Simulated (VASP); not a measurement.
Calculation: LDA (Ceperley-Alder, Perdew-Zunger), VASP's LDA PAW potentials (set 64) (plane waves; VASP).

The input files of a VASP run:

**INCAR**
```
SYSTEM = CsPbBr3
PREC = Accurate
ENCUT = 400
EDIFF = 1E-7
NELM = 100
ALGO = Normal
LREAL = .FALSE.
LASPH = .TRUE.
ISMEAR = -5
LMAXMIX = 4
LWAVE = .FALSE.
LCHARG = .TRUE.
LORBIT = 11
NEDOS = 601
ISIF = 2
LEFG = .TRUE.
```

File POSCAR:
```
CsPbBr3
1
    5.7790495137    -0.0000000000     0.0000000000
   -0.0000000000     5.7790495137     0.0000000000
    0.0000000000     0.0000000000     5.7790495137
Cs Pb Br
1 1 3
Direct
  0.0000000000   0.0000000000   0.0000000000
  0.5000000000   0.5000000000   0.5000000000
  0.5000000000   0.0000000000   0.5000000000
  0.0000000000   0.5000000000   0.5000000000
  0.5000000000   0.5000000000   0.0000000000
```

### KPOINTS
```
Automatic mesh
0
Gamma
5 5 5
0 0 0
```

POTCAR, in this order: Cs_sv Pb_d Br (LDA.64 set). Program: vasp_std.

Predict the energy per atom (σ→0).

The energy per atom (σ→0) is -3.573 eV/atom.

File OSZICAR:
```
...
DAV:   8    -0.178653542418E+02    0.21219E-02   -0.51968E-02   722   0.198E+00    0.152E-01
DAV:   9    -0.178643296412E+02    0.10246E-02   -0.80227E-03   754   0.751E-01    0.894E-02
DAV:  10    -0.178643052541E+02    0.24387E-04   -0.65148E-04   688   0.190E-01    0.195E-02
DAV:  11    -0.178643084602E+02   -0.32061E-05   -0.66153E-05   738   0.564E-02    0.957E-03
DAV:  12    -0.178643079801E+02    0.48011E-06   -0.77377E-06   718   0.332E-02    0.439E-03
DAV:  13    -0.178643076273E+02    0.35275E-06   -0.11694E-06   742   0.114E-02    0.225E-03
DAV:  14    -0.178643075870E+02    0.40333E-07   -0.49026E-07   592   0.620E-03
   1 F= -.17864308E+02 E0= -.17864308E+02  d E =0.000000E+00
```

The compound is CsPbBr3 in the cubic perovskite structure, the ideal cubic form; the compound distorts at low or room temperature. It was relaxed first.
